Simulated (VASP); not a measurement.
OSZICAR of a VASP run on Nb3Ga (space group Pm-3n):

OSZICAR:
```
       N       E                     dE             d eps       ncg     rms          rms(c)
DAV:   1     0.131166558659E+04    0.13117E+04   -0.37961E+04  1378   0.172E+03
DAV:   2     0.106071551792E+03   -0.12056E+04   -0.11797E+04  1406   0.683E+02
DAV:   3    -0.583562152071E+02   -0.16443E+03   -0.15821E+03  1754   0.200E+02
DAV:   4    -0.778145264038E+02   -0.19458E+02   -0.18964E+02  1984   0.609E+01
DAV:   5    -0.794610516890E+02   -0.16465E+01   -0.16348E+01  2312   0.152E+01    0.181E+01
DAV:   6    -0.765840732998E+02    0.28770E+01   -0.83727E+00  1688   0.142E+01    0.618E+00
DAV:   7    -0.762922368564E+02    0.29184E+00   -0.18864E+00  2000   0.660E+00    0.237E+00
DAV:   8    -0.762776027795E+02    0.14634E-01   -0.15221E-01  1816   0.181E+00    0.896E-01
DAV:   9    -0.762762422855E+02    0.13605E-02   -0.26024E-02  1912   0.852E-01    0.290E-01
DAV:  10    -0.762761415238E+02    0.10076E-03   -0.43250E-03  2088   0.325E-01    0.375E-02
DAV:  11    -0.762761417606E+02   -0.23681E-06   -0.39249E-04  2104   0.985E-02    0.215E-02
DAV:  12    -0.762761416337E+02    0.12689E-06   -0.32221E-05  1872   0.226E-02    0.466E-03
DAV:  13    -0.762761417427E+02   -0.10898E-06   -0.35971E-06  1288   0.818E-03
   1 F= -.76276142E+02 E0= -.76088905E+02  d E =-.374474E+00
```

Q: Which electronic solver shows in the log?

A: It is blocked Davidson (ALGO = Normal, or the opening steps of other solvers). The INCAR had ALGO = Normal.

Q: Can the final energy be trusted as converged?

A: The calculation finished and met its thresholds. It stopped with EDIFF = 1E-6, NELM = 100 (LDA (Ceperley-Alder, Perdew-Zunger), plane waves, VASP's LDA PAW potentials (set 64)).

The structure comes from a measured Nb3Ga entry of the Crystallography Open Database, whose conditions weren't checked. The cell was not relaxed at this level. The run is one of a series of settings (GGA removed, POTCAR Nb_sv Ga_d (LDA.64 set) against the base run), some of them coarse on purpose.
